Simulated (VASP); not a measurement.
**TiGe2Au: the relaxed cell at several levels**

How much does the cell of TiGe2Au depend on the functional? The levels: PBE, LDA, PBEsol, r2SCAN, PBE + D3(BJ), optB86b-vdW, BEEF-vdW and SCAN. The cell is invented: it takes the structure of COD entry 1509562, Ti3Ag (space group 123 there), with some of its atoms replaced by other elements, volume scaled by an estimate. It may not be a known or stable phase. LASPH is on for some levels and off for others; the table marks which.

Program: VASP 6.6.1. Level of theory: PBE; plane waves and PAW (Au, Ge_d, Ti_sv), in the first sound run; inputs show where later runs differ. Results are calculated unless marked as measured.

### Step 1. The structure

Before any relaxation, the start is as follows. Symmetry: P4/mmm, No. 123, tetragonal system. Conventional cell: a = 4.082 Å, b = 4.082 Å, c = 3.851 Å, α = 90.00°, β = 90.00°, γ = 90.00°. Au has 8 Ge at 2.81 Å and 4 Ti at 2.89 Å nearest. Nearest to Ge lie 4 Au at 2.81 Å and 4 Ti at 2.81 Å and 4 Ge at 2.89 Å. Nearest to Ti lie 8 Ge at 2.81 Å and 4 Au at 2.89 Å. It derives from Ti3Ag. it takes the structure of COD entry 1509562, Ti3Ag (space group 123 there), with some of its atoms replaced by other elements, volume scaled by an estimate. Farther neighbours are not listed.

### Step 2. Relaxation with PBE

Properties are meant for the cell that this level of theory prefers, so cell and atoms are relaxed first (ISIF = 3) until forces and stress are small; EDIFFG sets the threshold. PBE, the usual starting point, adds the gradient of the density.

File INCAR:

```
SYSTEM = TiGe2Au
PREC = Accurate
ENCUT = 520
EDIFF = 1E-06
NELM = 100
ISMEAR = -1
SIGMA = 0.05
LREAL = .FALSE.
ALGO = Normal
GGA = PE
LORBIT = 11
LWAVE = .FALSE.
LCHARG = .FALSE.
KPAR = 2
IBRION = 2
NSW = 60
ISIF = 3
EDIFFG = -0.01
```

File POSCAR:

```
TiGe2Au
1.0
    4.0823900000      0.0000000000      0.0000000000
    0.0000000000      4.0823900000      0.0000000000
    0.0000000000      0.0000000000      3.8513110000
Au Ge Ti
1 2 1
Direct
    0.0000000000      0.0000000000      0.0000000000
    0.0000000000      0.5000000000      0.5000000000
    0.5000000000      0.0000000000      0.5000000000
    0.5000000000      0.5000000000      0.0000000000
```

File KPOINTS:

```
Automatic mesh
0
Gamma
7 7 7
0 0 0
```

Potentials, in the order of the species: Au, Ge_d and Ti_sv (PBE family, release 64).

Run with:

```console
$ mpirun -np 2 vasp_std
```

Log:

```text
[banner, memory and clock lines left out]
running    2 mpi-ranks, on    1 nodes
 distrk:  each k-point on    1 cores,    2 groups
 distr:  one band on    1 cores,    1 groups

 POSCAR found type information on POSCAR AuGeTi
 POSCAR found :  3 types and       4 ions
 LDA part: xc-table for (Slater+PW92), standard interpolation
 POSCAR, INCAR and KPOINTS ok, starting setup
 FFT: planning ... GRIDC
 FFT: planning ... GRID_SOFT
 FFT: planning ... GRID
 WAVECAR not read
 entering main loop
       N       E                     dE             d eps       ncg     rms          rms(c)
DAV:   1     0.530683286263E+03    0.53068E+03   -0.24972E+04  2932   0.415E+03
DAV:   2     0.624166800814E+02   -0.46827E+03   -0.45587E+03  2416   0.856E+02
DAV:   3    -0.174170283860E+02   -0.79834E+02   -0.78291E+02  3324   0.216E+02
DAV:   4    -0.232734181451E+02   -0.58564E+01   -0.57792E+01  3436   0.570E+01
DAV:   5    -0.235120341633E+02   -0.23862E+00   -0.23842E+00  3062   0.104E+01    0.140E+01
DAV:   6    -0.216842933947E+02    0.18277E+01   -0.27456E+01  3336   0.293E+01    0.879E+00
DAV:   7    -0.211633205924E+02    0.52097E+00   -0.15627E+01  2990   0.210E+01    0.794E+00
DAV:   8    -0.208413271057E+02    0.32199E+00   -0.95777E-01  2558   0.636E+00    0.379E+00
DAV:   9    -0.208261500487E+02    0.15177E-01   -0.94497E-01  3278   0.451E+00    0.152E+00
DAV:  10    -0.207962493596E+02    0.29901E-01   -0.12212E-01  2918   0.217E+00    0.591E-01
DAV:  11    -0.207946276858E+02    0.16217E-02   -0.77163E-03  3278   0.704E-01    0.324E-01
DAV:  12    -0.207932485904E+02    0.13791E-02   -0.80073E-03  3264   0.462E-01    0.253E-02
DAV:  13    -0.207932636513E+02   -0.15061E-04   -0.21267E-04  3042   0.104E-01    0.133E-02
DAV:  14    -0.207932656403E+02   -0.19890E-05   -0.86813E-06  2988   0.174E-02    0.474E-03
DAV:  15    -0.207932663430E+02   -0.70272E-06   -0.53755E-07  1702   0.617E-03
   1 F= -.20793266E+02 E0= -.20782928E+02  d E =-.207933E+02
 curvature:   0.00 expect dE= 0.000E+00 dE for cont linesearch  0.000E+00
 trial: gam= 0.00000 g(F)=  0.000E+00 g(S)=  0.391E+00 ort = 0.000E+00 (trialstep = 0.100E+01)
 search vector abs. value=  0.391E+00
 bond charge predicted
       N       E                     dE             d eps       ncg     rms          rms(c)
DAV:   1    -0.275015356626E+02   -0.67083E+01   -0.13160E+02  3122   0.160E+02    0.197E+01
DAV:   2    -0.247734913790E+02    0.27280E+01   -0.69834E+01  3086   0.552E+01    0.945E+00
DAV:   3    -0.213415940257E+02    0.34319E+01   -0.12193E+01  2912   0.234E+01    0.593E+00
DAV:   4    -0.209929917598E+02    0.34860E+00   -0.98034E-01  3312   0.838E+00    0.314E+00
DAV:   5    -0.209019564704E+02    0.91035E-01   -0.57184E-01  3250   0.434E+00    0.149E+00
DAV:   6    -0.208891582043E+02    0.12798E-01   -0.13622E-01  3234   0.255E+00    0.659E-01
DAV:   7    -0.209041591636E+02   -0.15001E-01   -0.81795E-02  3100   0.159E+00    0.903E-01
DAV:   8    -0.208907956515E+02    0.13364E-01   -0.82054E-02  3000   0.140E+00    0.585E-02
DAV:   9    -0.208909447818E+02   -0.14913E-03   -0.18121E-03  3004   0.243E-01    0.520E-02
DAV:  10    -0.208909382400E+02    0.65417E-05   -0.54370E-05  3154   0.399E-02    0.479E-02
DAV:  11    -0.208909176535E+02    0.20587E-04   -0.34051E-05  2892   0.303E-02    0.267E-02
DAV:  12    -0.208909080697E+02    0.95838E-05   -0.87916E-05  3378   0.463E-02    0.107E-02
DAV:  13    -0.208909079240E+02    0.14562E-06   -0.27858E-06  2214   0.114E-02
   2 F= -.20890908E+02 E0= -.20881481E+02  d E =-.976416E-01
[...]
3 F= -.20918384E+02 E0= -.20909113E+02  d E =-.125118E+00
[...]
4 F= -.20958182E+02 E0= -.20949065E+02  d E =-.397977E-01
[...]
5 F= -.20971270E+02 E0= -.20961494E+02  d E =-.528859E-01
 curvature:  -1.03 expect dE=-0.578E-03 dE for cont linesearch -0.568E-03
 ZBRENT: extrapolating
 opt :   1.8804  next Energy=   -20.971874 (dE=-0.535E-01)
 bond charge predicted
       N       E                     dE             d eps       ncg     rms          rms(c)
DAV:   1    -0.209838459096E+02   -0.12576E-01   -0.40030E-01  2580   0.608E+00    0.761E-01
DAV:   2    -0.209759513252E+02    0.78946E-02   -0.27057E-02  2726   0.184E+00    0.418E-01
DAV:   3    -0.209737104427E+02    0.22409E-02   -0.13904E-02  3570   0.899E-01    0.336E-01
DAV:   4    -0.209720092380E+02    0.17012E-02   -0.84526E-03  3504   0.606E-01    0.746E-02
DAV:   5    -0.209719667612E+02    0.42477E-04   -0.60126E-04  2938   0.190E-01    0.343E-02
DAV:   6    -0.209719689199E+02   -0.21586E-05   -0.63119E-05  3278   0.804E-02    0.112E-02
DAV:   7    -0.209719692864E+02   -0.36650E-06   -0.92189E-06  2868   0.301E-02
   6 F= -.20971969E+02 E0= -.20962014E+02  d E =-.535850E-01
 curvature:  -1.09 expect dE=-0.342E-04 dE for cont linesearch -0.228E-04
 trial: gam=-0.01236 g(F)=  0.421E-62 g(S)=  0.313E-04 ort = 0.116E-02 (trialstep = 0.112E+01)
 search vector abs. value=  0.125E-04
 reached required accuracy - stopping structural energy minimisation
```

Wall time 97 s (2 MPI ranks of AMD EPYC 9R14 (Zen 4), shared host); peak memory 0.41 GiB; 3.2 min of CPU time.

Lines that name or quote the potential files are left out of all logs, and their timing lines are given in words.

Parts of OUTCAR (step 2):

```text
ion  position               nearest neighbor table
   1  0.000  0.000  0.000-   2 2.81   3 2.81   2 2.81   3 2.81   2 2.81   2 2.81   3 2.81   3 2.81
                             4 2.89   4 2.89   4 2.89   4 2.89
   2  0.000  0.500  0.500-   1 2.81   4 2.81   1 2.81   4 2.81   1 2.81   1 2.81   4 2.81   4 2.81
                             3 2.89   3 2.89   3 2.89   3 2.89
   3  0.500  0.000  0.500-   1 2.81   4 2.81   1 2.81   4 2.81   4 2.81   4 2.81   1 2.81   1 2.81
                             2 2.89   2 2.89   2 2.89   2 2.89
   4  0.500  0.500  0.000-   2 2.81   3 2.81   2 2.81   3 2.81   3 2.81   3 2.81   2 2.81   2 2.81
                             1 2.89   1 2.89   1 2.89   1 2.89

  LATTYP: Found a simple tetragonal cell.
 ALAT       =     4.0823900000
 C/A-ratio  =     0.9433961478

 Subroutine GETGRP returns: Found 16 space group operations
 (whereof 16 operations were pure point group operations)

The static configuration has the point symmetry D_4h.

 Found     40 irreducible k-points:

   k-points           NKPTS =     40   k-points in BZ     NKDIM =     40   number of bands    NBANDS=     30

   dimension x,y,z NGX =    30 NGY =   30 NGZ =   30
   dimension x,y,z NGXF=    60 NGYF=   60 NGZF=   60

   ENCUT  =  520.0 eV  38.22 Ry    6.18 a.u.   7.59  7.59  7.16*2*pi/ulx,y,z

   NELECT =      51.0000    total number of electrons

 k-points in reciprocal lattice and weights: Automatic mesh
   0.00000000  0.00000000  0.00000000       0.003
   0.14285714  0.00000000  0.00000000       0.012
   0.28571429  0.00000000  0.00000000       0.012
   0.42857143  0.00000000  0.00000000       0.012
   0.14285714  0.14285714  0.00000000       0.012
   0.28571429  0.14285714  0.00000000       0.023
   0.42857143  0.14285714  0.00000000       0.023
   0.28571429  0.28571429  0.00000000       0.012
   0.42857143  0.28571429  0.00000000       0.023
[...]
0.42857143  0.28571429  0.42857143       0.047
   0.42857143  0.42857143  0.42857143       0.023

 average (electrostatic) potential at core
       1 -65.5431       2 -70.4368       3 -70.4368       4 -72.5317

 E-fermi :   8.9137

 k-point     1 :       0.0000    0.0000    0.0000
  band No.  band energies     occupation
    ...
     21       5.5789      2.00000
     22       5.5789      2.00000
     23       6.1375      2.00000
     24       6.7205      2.00000
     25       7.9743      2.00000
     26       9.5060      0.00001
     27       9.5060      0.00001
     28      10.1728      0.00000
     29      10.5776      0.00000
     30      12.0197      0.00000

 k-point     2 :       0.1429    0.0000    0.0000
  band No.  band energies     occupation
    ...
     21       4.5835      2.00000
     22       5.7180      2.00000
     23       6.4071      2.00000
     24       7.6668      2.00000
     25       7.8825      2.00000
     26       9.4835      0.00002
     27       9.7572      0.00000
     28       9.9884      0.00000
     29      10.3047      0.00000
     30      11.1976      0.00000

 k-point     3 :       0.2857    0.0000    0.0000
  band No.  band energies     occupation
    ...
     21       4.0968      2.00000
     22       6.0770      2.00000
     23       6.4924      2.00000
     24       7.6569      2.00000
     25       8.6557      1.98859
     26       9.1454      0.01925
     27       9.4327      0.00006
     28       9.5065      0.00001
     29      10.4977      0.00000
     30      11.2268      0.00000

  Total        0.0310614      0.0310614     -0.0257562      0.0000000      0.0000000      0.0000000
  in kB        0.7390844      0.7390844     -0.6128497      0.0000000      0.0000000      0.0000000
  external PRESSURE =       0.2884397 kB  Pullay stress =       0.0000000 kB

  energy-cutoff  :      520.00
  volume of cell :       67.33
      direct lattice vectors                 reciprocal lattice vectors
     4.278738211  0.000000000  0.000000000     0.233713761  0.000000000  0.000000000
     0.000000000  4.278738211  0.000000000     0.000000000  0.233713761 -0.000000000
     0.000000000  0.000000000  3.677952440     0.000000000 -0.000000000  0.271890411

 POSITION                                       TOTAL-FORCE (eV/Angst)
 -----------------------------------------------------------------------------------
      0.00000      0.00000      0.00000         0.000000      0.000000      0.000000
      0.00000      2.13937      1.83898         0.000000      0.000000      0.000000
      2.13937      0.00000      1.83898         0.000000      0.000000      0.000000
      2.13937      2.13937      0.00000         0.000000     -0.000000      0.000000
 -----------------------------------------------------------------------------------
    total drift:                                0.000000      0.000000     -0.000000

  FREE ENERGIE OF THE ION-ELECTRON SYSTEM (eV)
  ---------------------------------------------------
  free  energy   TOTEN  =       -20.9719692864 eV

  energy  without entropy=      -20.9520596344  energy(sigma->0) =      -20.96201446

 reached required accuracy - stopping structural energy minimisation

 total charge
# of ion       s       p       d       tot
------------------------------------------
    1        0.649   0.432   8.673   9.754
    2        1.188   1.072  10.041  12.301
    3        1.188   1.072  10.041  12.301
    4        2.139   6.080   1.945  10.164
--------------------------------------------------
tot          5.164   8.656  30.700  44.520

[... 3 further parts left out ...]
```

CONTCAR:

```
TiGe2Au
   1.00000000000000
     4.2787382105397187    0.0000000000000000    0.0000000000000000
     0.0000000000000000    4.2787382105397187    0.0000000000000000
     0.0000000000000000    0.0000000000000000    3.6779524404145021
  Au              Ge              Ti
     1     2     1
Direct
     0.0000000000000000    0.0000000000000000    0.0000000000000000
     0.0000000000000000    0.5000000000000000    0.5000000000000000
     0.5000000000000000    0.0000000000000000    0.5000000000000000
     0.5000000000000000    0.5000000000000000    0.0000000000000000
```

This run has no spin polarisation. Its electron count is odd, so without a moment it is a metal by construction. The k-mesh is coarse for a metal. The run keeps the 16 symmetry operations of its start, so it cannot find a distortion of lower symmetry.

Relaxation path:

| step | energy less that of the first step (eV) | largest force (eV/Å) | pressure (GPa) | volume (Å³) |
| --- | --- | --- | --- | --- |
| 1 | 0.0000 | 0.0000 | 6.98 | 64.19 |
| 2 | -0.0976 | 0.0000 | -4.78 | 70.86 |
| 3 | -0.1251 | 0.0000 | -1.56 | 68.59 |
| 4 | -0.1649 | 0.0000 | -0.74 | 67.99 |
| 5 | -0.1780 | 0.0000 | -0.02 | 67.48 |
| 6 | -0.1787 | 0.0000 | 0.03 | 67.33 |

| conventional cell, symmetrised | before | after | change |
| --- | --- | --- | --- |
| a (Å) | 4.082 | 4.279 | +4.8 % |
| b (Å) | 4.082 | 4.279 | +4.8 % |
| c (Å) | 3.851 | 3.678 | -4.5 % |
| volume (Å³/atom) | 16.05 | 16.83 | +4.9 % |

The relaxed structure:

```
Au Ge Ti
1.0
     4.27874    0.00000    0.00000
     0.00000    4.27874    0.00000
     0.00000    0.00000    3.67795
Au Ge Ti
1 2 1
Direct
  0.00000 0.00000 0.00000
  0.00000 0.50000 0.50000
  0.50000 0.00000 0.50000
  0.50000 0.50000 0.00000
```

Numbers from this step:

```yaml
electrons: 51
bands: 30
irreducible_k_points: 40
symmetry_operations: 16
free_energy_toten: -20.97 eV
energy_at_zero_smearing: -20.96 eV
fermi_energy: 8.914 eV
pressure: 0.02884 GPa
metallic: yes
scf_cycles_over_all_ionic_steps: 63
```

It ends with forces that vanish by symmetry and a pressure of 0.03 GPa. The conventional cell has a = 4.279 and c = 3.678 Å.

(Continued in part 2 of 3.)

[Lines on the potential files, build, host, timing and source positions are cut from VASP's logs without a mark.]

[Logs are printed without paths, hosts, clocks, repeated set-up lines and the standing remarks that a program may print on its own settings, such as how far it seeks lower states.]

[Hosts, paths, dates, database ids (printed as entryN), source tags and the programs' standing remarks are cut or masked in the printed files.]

[A measured line is paired with the nearest computed mode of its activity, which favours agreement.]
